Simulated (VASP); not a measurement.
Input of a VASP 6.6.1 run:

The input POSCAR:

```
WF
1.0
    1.3658900000      0.7886000000      5.0696000000
   -1.3658900000      0.7886000000      5.0696000000
    0.0000000000     -1.5771900000      5.0696000000
W F
1 1
Direct
    0.8141200000      0.8141200000      0.8141200000
    0.9371200000      0.9371200000      0.9371200000
```

Contents of INCAR.step1:

```
SYSTEM = WF
  PREC = Accurate
  ENCUT = 520
  EDIFF = 1E-6
  ISMEAR = -1
  SIGMA = 0.05
  LREAL = .FALSE.
  LASPH = .TRUE.
  NELM = 60
  ALGO = Normal
  ISIF = 2
  LWAVE = .FALSE.
  LCHARG = .TRUE.
  LMAXMIX = 4
  GGA = B5
  ALDAX = 1.0
  AGGAX = 1.0
  AGGAC = 1.0
  ALDAC = 0.0
  NBANDS = 18
```

The input KPOINTS.step1:

```
Automatic mesh
0
G
  11 11 11
  0 0 0
```

Contents of INCAR.step2:

```
SYSTEM = WF
  PREC = Accurate
  ENCUT = 520
  EDIFF = 1E-6
  ISMEAR = 0
  SIGMA = 0.05
  LREAL = .FALSE.
  LASPH = .TRUE.
  NELM = 60
  ALGO = Normal
  ISIF = 2
  LWAVE = .FALSE.
  LCHARG = .FALSE.
  LMAXMIX = 4
  GGA = B5
  ALDAX = 1.0
  AGGAX = 1.0
  AGGAC = 1.0
  ALDAC = 0.0
  NBANDS = 18
  ICHARG = 11
```

KPOINTS.step2

```
path GLB1,BZGX,QFP1Z,LP
15
line-mode
reciprocal
 0.0000000000  0.0000000000  0.0000000000  G
 0.5000000000  0.0000000000  0.0000000000  L

 0.5000000000  0.0000000000  0.0000000000  L
 0.5000000000  0.1827980402 -0.1827980402  B1

 0.8172019598  0.5000000000  0.1827980402  B
 0.5000000000  0.5000000000  0.5000000000  Z

 0.5000000000  0.5000000000  0.5000000000  Z
 0.0000000000  0.0000000000  0.0000000000  G

 0.0000000000  0.0000000000  0.0000000000  G
 0.3413990201  0.0000000000 -0.3413990201  X

 0.6586009799  0.3413990201  0.0000000000  Q
 0.5000000000  0.5000000000  0.0000000000  F

 0.5000000000  0.5000000000  0.0000000000  F
 0.6586009799  0.6586009799  0.1827980402  P1

 0.6586009799  0.6586009799  0.1827980402  P1
 0.5000000000  0.5000000000  0.5000000000  Z

 0.5000000000  0.0000000000  0.0000000000  L
 0.8172019598  0.3413990201  0.3413990201  P
```

Potentials or basis: VASP PAW PBE potentials, release 64 (W_sv, F).

Launch:

```console
$ cat potpaw_PBE.64/W_sv/POTCAR potpaw_PBE.64/F/POTCAR > POTCAR
$ cp INCAR.step1 INCAR
$ cp KPOINTS.step1 KPOINTS
$ mpirun -np 1 vasp_std > vasp.out
$ cp INCAR.step2 INCAR
$ cp KPOINTS.step2 KPOINTS
$ mpirun -np 1 vasp_std > vasp.out
```

(1) What does it give for the band gap along the path?

Answers

(1) none (metal or under the smearing width).

Caveat: spin-orbit coupling is left out, which moves the levels of the heavy elements; an odd number of electrons without spin polarisation forces a metal; a magnetic or distorted state may lie lower.
